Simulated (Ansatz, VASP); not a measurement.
# WC (Qusongite) in two plane-wave programs

Wanted: the spread between two codes on one cell, functional and k mesh. The cell is taken from a series of runs on this material, whose earlier steps may have relaxed, scaled, displaced or heated it; both programs get it as it stands.

Program: Ansatz 0.2.0. Level of theory: plane waves, with VASP 6.6.1 beside it; zone-centre phonons at LDA. Results are calculated unless marked as measured.

## 1. The structure

The structure is hexagonal, space group P-6m2 (No. 187). Conventional cell: a = 2.884 Å, b = 2.884 Å, c = 2.812 Å, α = 90.00°, β = 90.00°, γ = 120.00°. W has 6 C at 2.18 Å nearest. C has 6 W at 2.18 Å nearest. Farther neighbours are not listed.

Structure file:

```cif
data_structure
_symmetry_space_group_name_H-M 'P 1'
_symmetry_Int_Tables_number 1
_cell_length_a 2.8836
_cell_length_b 2.8836
_cell_length_c 2.8124
_cell_angle_alpha 90.000
_cell_angle_beta 90.000
_cell_angle_gamma 120.000
_cell_volume 20.25
loop_
_atom_site_label
_atom_site_type_symbol
_atom_site_fract_x
_atom_site_fract_y
_atom_site_fract_z
_atom_site_occupancy
W1 W 0.00000 0.00000 0.00000 1
C2 C 0.66667 0.33333 0.50000 1
```

## 2. VASP: zone-centre phonons, LDA

Second derivatives magnify differences that forces hide, and they need a tight electronic threshold.

Lines of VASP's logs that name or quote its potential files are left out, and so is its time.

Contents of INCAR:

```
SYSTEM = WC
PREC = Accurate
ENCUT = 600
EDIFF = 1E-08
NELM = 120
ISMEAR = 1
SIGMA = 0.2
LREAL = .FALSE.
ALGO = Normal
GGA = CA
NBANDS = 11
LASPH = .TRUE.
LORBIT = 11
LWAVE = .FALSE.
LCHARG = .FALSE.
ISIF = 2
IBRION = 8
GGA_COMPAT = .FALSE.
KPAR = 2
```

Contents of POSCAR:

```
WC
1.0
    2.8836047631      0.0000000000      0.0000000000
   -1.4418023816      2.4972749794      0.0000000000
    0.0000000000      0.0000000000      2.8124214475
W C
1 1
Direct
    0.0000000000      0.0000000000      0.0000000000
    0.6666666667      0.3333333333      0.5000000000
```

Contents of KPOINTS:

```
Automatic mesh
0
Gamma
18 18 16
0 0 0
```

The projector-augmented-wave data sets are W and C (LDA family, release 64).

Command:

```console
$ mpirun -np 2 vasp_std
```

Numbers of over 12 decimals in the logs are rounded to 6 here.

The program printed:

```text
[banner, memory and clock lines left out]
running    2 mpi-ranks, on    1 nodes
 distrk:  each k-point on    1 cores,    2 groups
 distr:  one band on    1 cores,    1 groups

 POSCAR found type information on POSCAR W C
 POSCAR found :  2 types and       2 ions
 LDA part: xc-table for (Slater(with rela. corr.)+CA(PZ))
 , standard interpolation
 POSCAR, INCAR and KPOINTS ok, starting setup
 FFT: planning ... GRIDC
 FFT: planning ... GRID_SOFT
 FFT: planning ... GRID
 WAVECAR not read
 entering main loop
       N       E                     dE             d eps       ncg     rms          rms(c)
DAV:   1     0.230411128140E+02    0.23041E+02   -0.55442E+03  7326   0.931E+02
DAV:   2    -0.260731446062E+02   -0.49114E+02   -0.46750E+02  8572   0.201E+02
DAV:   3    -0.279711399528E+02   -0.18980E+01   -0.18812E+01  8975   0.336E+01
DAV:   4    -0.279808076436E+02   -0.96677E-02   -0.96661E-02  7945   0.287E+00
DAV:   5    -0.279808396294E+02   -0.31986E-04   -0.31986E-04  8869   0.169E-01    0.351E+01
DAV:   6    -0.249503715859E+02    0.30305E+01   -0.13911E+01  8417   0.224E+01    0.111E+01
DAV:   7    -0.248623545754E+02    0.88017E-01   -0.70030E-01  7500   0.678E+00    0.844E+00
DAV:   8    -0.248169166192E+02    0.45438E-01   -0.10823E-01  8030   0.248E+00    0.248E+00
DAV:   9    -0.248102314843E+02    0.66851E-02   -0.15712E-02  7923   0.805E-01    0.109E-01
DAV:  10    -0.248101376446E+02    0.93840E-04   -0.74213E-04  8351   0.240E-01    0.154E-01
DAV:  11    -0.248101249847E+02    0.12660E-04   -0.65987E-05  8508   0.566E-02    0.699E-03
DAV:  12    -0.248101241884E+02    0.79630E-06   -0.36691E-06  8154   0.132E-02    0.890E-03
DAV:  13    -0.248101241697E+02    0.18662E-07   -0.23414E-07  8366   0.465E-03    0.702E-04
DAV:  14    -0.248101241698E+02   -0.81059E-10   -0.63280E-09  4530   0.645E-04
   1 F= -.24810124E+02 E0= -.24810018E+02  d E =-.317060E-03
 Linear response reoptimize wavefunctions to high precision
DAV:   1    -0.248101241705E+02   -0.66666E-09   -0.18282E-09  7536   0.384E-04
DAV:   2    -0.248101241705E+02    0.19327E-11   -0.32421E-11  3843   0.484E-05
 Linear response DOF=           4
 Linear response progress:
  Degree of freedom:   1/  4
       N       E                     dE             d eps       ncg     rms          rms(c)
RMM:   1    -0.110762565583E+00   -0.11076E+00   -0.84904E-02 64439   0.188E+00
RMM:   2    -0.107907903607E+00    0.28547E-02   -0.17586E-03 49600   0.327E-01    0.208E-01
RMM:   3    -0.107019398271E+00    0.88851E-03   -0.32012E-04 51817   0.111E-01    0.121E-01
RMM:   4    -0.106637660525E+00    0.38174E-03   -0.48638E-04 51952   0.135E-01    0.184E-02
RMM:   5    -0.106663488356E+00   -0.25828E-04    0.89873E-07 53895   0.146E-02    0.354E-03
RMM:   6    -0.106668413290E+00   -0.49249E-05   -0.93213E-08 53838   0.154E-03    0.114E-03
RMM:   7    -0.106669405476E+00   -0.99219E-06    0.67698E-08 54268   0.683E-04    0.140E-04
RMM:   8    -0.106668721434E+00    0.68404E-06    0.22044E-07 56234   0.134E-04    0.205E-05
RMM:   9    -0.106668721230E+00    0.20379E-09   -0.17042E-08 55949   0.266E-05    0.493E-06
 first order change of Fermi-energy  -0.62066E-04
 force on displaced ion       1 direction 1 : -16.696   0.002   0.000
 Linear response progress:
  Degree of freedom:   2/  4
       N       E                     dE             d eps       ncg     rms          rms(c)
RMM:   1    -0.116115666527E+00   -0.11612E+00   -0.92909E-02 23584   0.193E+00
RMM:   2    -0.112368125851E+00    0.37475E-02   -0.22110E-03 17528   0.381E-01    0.173E-01
RMM:   3    -0.111766572846E+00    0.60155E-03   -0.21764E-04 18284   0.101E-01    0.955E-02
RMM:   4    -0.111702212817E+00    0.64360E-04   -0.34797E-04 18104   0.124E-01    0.134E-02
RMM:   5    -0.111722992451E+00   -0.20780E-04   -0.27428E-06 19097   0.130E-02    0.412E-03
RMM:   6    -0.111735283065E+00   -0.12291E-04    0.42261E-08 19012   0.156E-03    0.125E-03
RMM:   7    -0.111738080724E+00   -0.27977E-05    0.19983E-09 19045   0.683E-04    0.210E-04
RMM:   8    -0.111738029752E+00    0.50972E-07   -0.74808E-09 19617   0.984E-05    0.855E-05
RMM:   9    -0.111737627417E+00    0.40234E-06   -0.75827E-09 19710   0.440E-05    0.404E-06
RMM:  10    -0.111737620653E+00    0.67635E-08   -0.26360E-09 20099   0.866E-06    0.185E-06
 first order change of Fermi-energy  -0.45706E-03
 force on displaced ion       1 direction 3 :  -0.000  -0.000 -15.386
 Linear response progress:
  Degree of freedom:   3/  4
       N       E                     dE             d eps       ncg     rms          rms(c)
RMM:   1    -0.120228482620E+00   -0.12023E+00    0.21945E-02 73595   0.208E+00
RMM:   2    -0.115794783243E+00    0.44337E-02   -0.23443E-03 50483   0.440E-01    0.218E-01
RMM:   3    -0.116040952055E+00   -0.24617E-03   -0.50972E-04 47839   0.152E-01    0.114E-01
RMM:   4    -0.116845816738E+00   -0.80486E-03   -0.35663E-04 48214   0.121E-01    0.258E-02
RMM:   5    -0.116818023209E+00    0.27794E-04   -0.45231E-06 52473   0.186E-02    0.108E-03
RMM:   6    -0.116830439837E+00   -0.12417E-04   -0.17323E-07 53042   0.225E-03    0.476E-04
RMM:   7    -0.116827382464E+00    0.30574E-05    0.12856E-07 53356   0.361E-04    0.741E-05
RMM:   8    -0.116827515033E+00   -0.13257E-06    0.23440E-07 55486   0.686E-05    0.313E-05
RMM:   9    -0.116827414698E+00    0.10033E-06   -0.22893E-08 55561   0.202E-05    0.403E-06
RMM:  10    -0.116827401450E+00    0.13248E-07    0.44649E-10 51524   0.767E-06    0.127E-06
RMM:  11    -0.116827397996E+00    0.34539E-08   -0.25610E-09 39279   0.626E-06    0.368E-07
 first order change of Fermi-energy   0.64319E-05
 force on displaced ion       2 direction 1 : -16.696   0.002   0.000
 Linear response progress:
  Degree of freedom:   4/  4
       N       E                     dE             d eps       ncg     rms          rms(c)
RMM:   1    -0.124368223772E+00   -0.12437E+00    0.33533E-02 25961   0.217E+00
RMM:   2    -0.120573484274E+00    0.37947E-02   -0.25838E-03 17879   0.470E-01    0.198E-01
RMM:   3    -0.120624890965E+00   -0.51407E-04   -0.88563E-04 16877   0.193E-01    0.949E-02
RMM:   4    -0.121533906326E+00   -0.90902E-03   -0.59331E-04 17342   0.145E-01    0.216E-02
RMM:   5    -0.121534084405E+00   -0.17808E-06   -0.11376E-05 18379   0.233E-02    0.299E-03
RMM:   6    -0.121561346569E+00   -0.27262E-04   -0.68715E-07 18206   0.504E-03    0.535E-04
RMM:   7    -0.121561297702E+00    0.48867E-07   -0.37141E-08 18924   0.659E-04    0.203E-04
RMM:   8    -0.121560435506E+00    0.86220E-06   -0.14447E-08 19045   0.925E-05    0.276E-05
RMM:   9    -0.121560356596E+00    0.78911E-07    0.10795E-08 19424   0.304E-05    0.960E-06
RMM:  10    -0.121560328067E+00    0.28529E-07   -0.94375E-10 19558   0.135E-05    0.577E-07
RMM:  11    -0.121560327498E+00    0.56870E-09    0.22227E-09 14670   0.544E-06    0.285E-07
 first order change of Fermi-energy   0.24304E-03
 force on displaced ion       2 direction 3 :   0.000   0.000 -15.381
 Linear response finished
```

From OUTCAR (step 2):

```text
ion  position               nearest neighbor table
   1  0.000  0.000  0.000-   2 2.18   2 2.18   2 2.18   2 2.18   2 2.18   2 2.18
   2  0.667  0.333  0.500-   1 2.18   1 2.18   1 2.18   1 2.18   1 2.18   1 2.18

  LATTYP: Found a hexagonal cell.
 ALAT       =     2.8836047631
 C/A-ratio  =     0.9753144687

 Subroutine GETGRP returns: Found 12 space group operations
 (whereof 12 operations were pure point group operations)

The static configuration has the point symmetry D_3h.

 Found    333 irreducible k-points:

   k-points           NKPTS =    333   k-points in BZ     NKDIM =    333   number of bands    NBANDS=     11

   dimension x,y,z NGX =    24 NGY =   24 NGZ =   24
   dimension x,y,z NGXF=    48 NGYF=   48 NGZF=   48

   ENCUT  =  600.0 eV  44.10 Ry    6.64 a.u.   5.76  5.76  5.62*2*pi/ulx,y,z

   NELECT =      10.0000    total number of electrons

 k-points in reciprocal lattice and weights: Automatic mesh
   0.00000000  0.00000000  0.00000000       0.000
   0.05555556 -0.00000000  0.00000000       0.001
   0.11111111 -0.00000000  0.00000000       0.001
   0.16666667  0.00000000  0.00000000       0.001
   0.22222222 -0.00000000  0.00000000       0.001
   0.27777778 -0.00000000  0.00000000       0.001
   0.33333333 -0.00000000  0.00000000       0.001
   0.38888889  0.00000000  0.00000000       0.001
   0.44444444 -0.00000000  0.00000000       0.001
[...]
0.33333333  0.27777778  0.50000000       0.002
   0.33333333  0.33333333  0.50000000       0.000

 average (electrostatic) potential at core
       1 -37.2059       2 -49.9214

  Total        0.0748583      0.0748583      0.1337587     -0.0000000      0.0000000      0.0000000
  in kB        5.9219942      5.9219942     10.5815721     -0.0000000      0.0000000      0.0000000
  external PRESSURE =       7.4751868 kB  Pullay stress =       0.0000000 kB

  energy-cutoff  :      600.00
  volume of cell :       20.25
      direct lattice vectors                 reciprocal lattice vectors
     2.883604763  0.000000000  0.000000000     0.346788163  0.200218240  0.000000000
    -1.441802382  2.497274979  0.000000000     0.000000000  0.400436479  0.000000000
     0.000000000  0.000000000  2.812421447     0.000000000  0.000000000  0.355565486

 POSITION                                       TOTAL-FORCE (eV/Angst)
 -----------------------------------------------------------------------------------
      0.00000      0.00000      0.00000        -0.000000     -0.000000      0.000000
      1.44180      0.83242      1.40621         0.000000      0.000000      0.000000
 -----------------------------------------------------------------------------------
    total drift:                               -0.000000      0.000000      0.000000

 Eigenvectors and eigenvalues of the dynamical matrix
 ----------------------------------------------------

   1 f  =   19.024607 THz   119.535130 2PiTHz  634.592575 cm-1    78.679416 meV
             X         Y         Z           dx          dy          dz
      0.000000  0.000000  0.000000    -0.067219    0.238338    0.000000
      1.441802  0.832425  1.406211     0.262989   -0.932477    0.000000

   2 f  =   19.024607 THz   119.535130 2PiTHz  634.592575 cm-1    78.679416 meV
             X         Y         Z           dx          dy          dz
      0.000000  0.000000  0.000000     0.238338    0.067219   -0.000000
      1.441802  0.832425  1.406211    -0.932477   -0.262989    0.000000

   3 f  =   18.259804 THz   114.729732 2PiTHz  609.081497 cm-1    75.516447 meV
             X         Y         Z           dx          dy          dz
      0.000000  0.000000  0.000000    -0.000000    0.000000   -0.247676
      1.441802  0.832425  1.406211     0.000000    0.000000    0.968843

   4 f/i=    0.000020 THz     0.000124 2PiTHz    0.000657 cm-1     0.000081 meV
             X         Y         Z           dx          dy          dz
      0.000000  0.000000  0.000000     0.968746    0.014395    0.000000
      1.441802  0.832425  1.406211     0.247609    0.003679    0.000000

   5 f/i=    0.000020 THz     0.000124 2PiTHz    0.000657 cm-1     0.000081 meV
             X         Y         Z           dx          dy          dz
      0.000000  0.000000  0.000000    -0.014395    0.968746   -0.000000
      1.441802  0.832425  1.406211    -0.003679    0.247609    0.000000

   6 f/i=    0.000732 THz     0.004599 2PiTHz    0.024418 cm-1     0.003027 meV
             X         Y         Z           dx          dy          dz
      0.000000  0.000000  0.000000     0.000000   -0.000000    0.968843
      1.441802  0.832425  1.406211    -0.000000    0.000000    0.247676

 ELASTIC MODULI CONTR FROM IONIC RELAXATION (kBar)
 Direction    XX          YY          ZZ          XY          YZ          ZX
 --------------------------------------------------------------------------------
 XX        -173.5794    173.5794     -0.0000      0.0000      0.0000      0.0000
 YY         173.5794   -173.5794      0.0000      0.0000     -0.0000     -0.0000
 ZZ          -0.0000      0.0000     -0.0000      0.0000      0.0000      0.0000
 XY           0.0000      0.0000      0.0000   -173.5794     -0.0000      0.0000
 YZ           0.0000     -0.0000      0.0000     -0.0000     -0.0000      0.0000
 ZX           0.0000     -0.0000      0.0000      0.0000      0.0000     -0.0000
 --------------------------------------------------------------------------------
```

(Part 1 of 2 ends here.)

[Lines on the potential files, build, host, timing and source positions are cut from VASP's logs without a mark.]

[Logs are printed without paths, hosts, clocks, repeated set-up lines and the standing remarks that a program may print on its own settings, such as how far it seeks lower states.]

[Hosts, paths, dates, database ids (printed as entryN), source tags and the programs' standing remarks are cut or masked in the printed files.]
